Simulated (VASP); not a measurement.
Method: PBE GGA with D3 dispersion (Becke-Johnson damping), VASP's PBE PAW potentials (set 64) (plane waves; VASP 6.6.1).

VASP input:

INCAR:
```
SYSTEM=SrCl2
PREC=Accurate; ENCUT=520; LREAL=F
LASPH=T
EDIFF=1E-7; NELM=100; ALGO=Normal
LMAXMIX=4
ISMEAR=0; SIGMA=0.05
GGA=PE; IVDW=12
ISIF=2
LWAVE=F; LCHARG=F
```

### KPOINTS
```
Automatic mesh
0
Gamma
6 6 6
0 0 0
```

POSCAR:
```
SrCl2
4.8742490
  0.0000000000   0.7071067246   0.7071067246
  0.7071067246   0.0000000000   0.7071067246
  0.7071067246   0.7071067246   0.0000000000
Sr Cl
1 2
Cart
  1.4142134492   1.4142134492   1.4142134492
  0.3535533623   0.3535533623   0.3535533623
  1.0606600869   1.0606600869   1.0606600869
```

POTCAR, in this order: Sr_sv Cl (PBE.64 set). Program: vasp_std.

The resulting files:

File OUTCAR:
```
 ion  position               nearest neighbor table
   1  0.000  0.000  0.000-   3 2.98   3 2.98   3 2.98   2 2.98   3 2.98   2 2.98   2 2.98   2 2.98
  LATTYP: Found a face centered cubic cell.
 ALAT       =     6.8932284906
 Subroutine PRICEL returns:
 Original cell was already a primitive cell.
 Subroutine GETGRP returns: Found 48 space group operations
The static configuration has the point symmetry O_h .
The dynamic configuration has the point symmetry O_h .
 Subroutine INISYM returns: Found 48 space group operations
 Subroutine IBZKPT returns following result:
 Found     16 irreducible k-points:

 Following reciprocal coordinates:
            Coordinates               Weight
  0.000000  0.000000  0.000000      1.000000
  0.166667  0.000000  0.000000      8.000000
  0.333333  0.000000  0.000000      8.000000
  0.500000  0.000000  0.000000      4.000000
  0.166667  0.166667  0.000000      6.000000
  0.333333  0.166667  0.000000     24.000000
  0.500000  0.166667  0.000000     24.000000
 -0.333333  0.166667  0.000000     24.000000
 -0.166667  0.166667  0.000000     12.000000
  0.333333  0.333333  0.000000      6.000000
  0.500000  0.333333  0.000000     24.000000
 -0.333333  0.333333  0.000000     12.000000
  0.500000  0.500000  0.000000      3.000000
  0.500000  0.333333  0.166667     24.000000
 -0.333333  0.333333  0.166667     24.000000
 -0.333333  0.500000  0.166667     12.000000
   k-points           NKPTS =     16   k-points in BZ     NKDIM =     16   number of bands    NBANDS=     16
   number of dos      NEDOS =    301   number of ions     NIONS =      3
   total plane-waves  NPLWV =  46656
   dimension x,y,z NGX =    36 NGY =   36 NGZ =   36
   dimension x,y,z NGXF=    72 NGYF=   72 NGZF=   72
   ions per type =               1   2
   PREC   = accura    normal or accurate (medium, high low for compatibility)
   ISTART =      0    job   : 0-new  1-cont  2-samecut
   ICHARG =      2    charge: 1-file 2-atom 10-const
   ISPIN  =      1    spin polarized calculation?
   LNONCOLLINEAR =      F non collinear calculations
   LSORBIT =      F    spin-orbit coupling
   INIWAV =      1    electr: 0-lowe 1-rand  2-diag
   ENCUT  =  520.0 eV  38.22 Ry    6.18 a.u.   9.06  9.06  9.06*2*pi/ulx,y,z
   NELM   =    100;   NELMIN=  2; NELMDL= -5     # of ELM steps
   EDIFF  = 0.1E-06   stopping-criterion for ELM
   LREAL  =      F    real-space projection
   NLSPLINE    = F    spline interpolate recip. space projectors
   LMAXMIX     =    4 max onsite mixed and CHGCAR
   VOSKOWN=      0    Vosko Wilk Nusair interpolation
   EDIFFG = 0.1E-05   stopping-criterion for IOM
   NSW    =      0    number of steps for IOM
   NBLOCK =      1;   KBLOCK =      1    inner block; outer block
   IBRION =     -1    ionic relax: 0-MD 1-quasi-New 2-CG
   NFREE  =      0    steps in history (QN), initial steepest desc. (CG)
   ISIF   =      2    stress and relaxation
   ISYM   =      2    0-nonsym 1-usesym 2-fastsym
   TEIN   =    0.0    initial temperature
   TEBEG  =    0.0;   TEEND  =   0.0 temperature during run
   SMASS  =  -3.00    Nose mass-parameter (am)
   PSTRESS=    0.0 pullay stress
   NELECT =      24.0000    total number of electrons
   EFERMI =   0.00;   METHOD = LEGACY
   ISMEAR =     0;   SIGMA  =   0.05  broadening in eV -4-tet -1-fermi 0-gaus
   IALGO  =     38    algorithm
   LDIAG  =      T    sub-space diagonalisation (order eigenvalues)
   IMIX   =      4    mixing-type and parameters
     AMIX     =   0.40;   BMIX     =  1.00
     AMIX_MAG =   1.60;   BMIX_MAG =  1.00
     AMIN     =   0.10
   GGA     = PE    functional components
   VOSKOWN =     0    Vosko Wilk Nusair interpolation
   LHFCALC =     F    Hartree Fock is set to
   LHFONE  =     F    Hartree Fock one center treatment
...
```

File OSZICAR:
```
       N       E                     dE             d eps       ncg     rms          rms(c)
DAV:   1     0.144617187906E+03    0.14462E+03   -0.11964E+04   512   0.136E+03
DAV:   2    -0.464353352090E+01   -0.14926E+03   -0.14558E+03   688   0.251E+02
DAV:   3    -0.127830411307E+02   -0.81395E+01   -0.81335E+01   704   0.623E+01
DAV:   4    -0.130105177716E+02   -0.22748E+00   -0.22743E+00   896   0.864E+00
DAV:   5    -0.130129320431E+02   -0.24143E-02   -0.24142E-02   704   0.784E-01    0.142E+01
DAV:   6    -0.127305582750E+02    0.28237E+00   -0.73057E-01   656   0.502E+00    0.917E+00
DAV:   7    -0.127422597403E+02   -0.11701E-01   -0.46259E-01   768   0.435E+00    0.196E+00
DAV:   8    -0.127446532465E+02   -0.23935E-02   -0.67502E-02   624   0.154E+00    0.357E-01
DAV:   9    -0.127459613375E+02   -0.13081E-02   -0.23065E-03   720   0.315E-01    0.133E-01
DAV:  10    -0.127473407480E+02   -0.13794E-02   -0.11842E-03   560   0.231E-01    0.346E-02
DAV:  11    -0.127474235227E+02   -0.82775E-04   -0.11000E-04   784   0.595E-02    0.394E-02
DAV:  12    -0.127474337913E+02   -0.10269E-04   -0.16221E-05   640   0.232E-02    0.126E-02
DAV:  13    -0.127474370012E+02   -0.32098E-05   -0.67749E-06   712   0.150E-02    0.453E-03
DAV:  14    -0.127474369507E+02    0.50482E-07   -0.27392E-07   592   0.367E-03
   1 F= -.13437046E+02 E0= -.13437046E+02  d E =-.108848E-19
```

**OUTCAR**
```
------------------------ aborting loop because EDIFF is reached ----------------------------------------
 Edisp (eV)   -0.68961
  FORCE on cell =-STRESS in cart. coord.  units (eV):
  Direction    XX          YY          ZZ          XY          YZ          ZX
  --------------------------------------------------------------------------------------
  Total       0.60450     0.60450     0.60450     0.00000     0.00000     0.00000
  in kB      11.82762    11.82762    11.82762     0.00000     0.00000     0.00000
  external pressure =       11.83 kB  Pullay stress =        0.00 kB
  volume of cell :       81.89
      direct lattice vectors                 reciprocal lattice vectors
     0.000000000  3.446614245  3.446614245    -0.145069905  0.145069905  0.145069905
     3.446614245  0.000000000  3.446614245     0.145069905 -0.145069905  0.145069905
     3.446614245  3.446614245  0.000000000     0.145069905  0.145069905 -0.145069905
 POSITION                                       TOTAL-FORCE (eV/Angst)
 -----------------------------------------------------------------------------------
      0.00000      0.00000      0.00000        -0.000000     -0.000000     -0.000000
      1.72331      1.72331      1.72331         0.000000      0.000000      0.000000
      5.16992      5.16992      5.16992        -0.000000      0.000000     -0.000000
 -----------------------------------------------------------------------------------
    total drift:                                0.000000      0.000000      0.000000
  FREE ENERGIE OF THE ION-ELECTRON SYSTEM (eV)
  ---------------------------------------------------
  free  energy   TOTEN  =       -13.4370462853 eV

  energy  without entropy=      -13.4370462853  energy(sigma->0) =      -13.43704629
```
(Selected blocks of OUTCAR.)

OUTCAR:
```
 val. band max:        0.3952498801   @ k =   0.5000   0.5000   0.0000

 cond. band min:       5.8745323534   @ k =   0.0000   0.0000   0.0000


 Fermi energy:         0.7039655904

 k-point     1 :       0.0000    0.0000    0.0000
  band No.  band energies     occupation
      1     -32.3757      2.00000
      2     -14.3839      2.00000
      3     -14.3839      2.00000
      4     -14.3839      2.00000
      5     -13.0254      2.00000
      6     -12.0992      2.00000
      7      -1.8595      2.00000
      8      -1.8595      2.00000
      9      -1.8595      2.00000
     10       0.0437      2.00000
     11       0.0437      2.00000
     12       0.0437      2.00000
     13       5.8745      0.00000
     14       6.4754      0.00000
     15       6.4754      0.00000
     16       9.4907      0.00000

 k-point     2 :       0.1667    0.0000    0.0000
  band No.  band energies     occupation
      1     -32.3747      2.00000
      2     -14.4996      2.00000
      3     -14.3880      2.00000
      4     -14.3880      2.00000
      5     -12.8430      2.00000
      6     -12.1608      2.00000
      7      -1.7520      2.00000
      8      -1.7520      2.00000
      9      -1.6565      2.00000
     10      -0.2816      2.00000
     11      -0.1154      2.00000
     12      -0.1154      2.00000
     13       6.4777      0.00000
     14       6.7022      0.00000
     15       6.7022      0.00000
     16       8.4912      0.00000

 k-point     3 :       0.3333    0.0000    0.0000
  band No.  band energies     occupation
      1     -32.3727      2.00000
      2     -14.6707      2.00000
      3     -14.3963      2.00000
      4     -14.3963      2.00000
      5     -12.6126      2.00000
      6     -12.1981      2.00000
      7      -1.4827      2.00000
      8      -1.4827      2.00000
      9      -1.2703      2.00000
     10      -0.8282      2.00000
     11      -0.4630      2.00000
     12      -0.4630      2.00000
     13       7.0455      0.00000
...
```

The compound is SrCl2 in the fluorite structure. This cell is one point of a volume scan, at 0.97 of the reference volume.
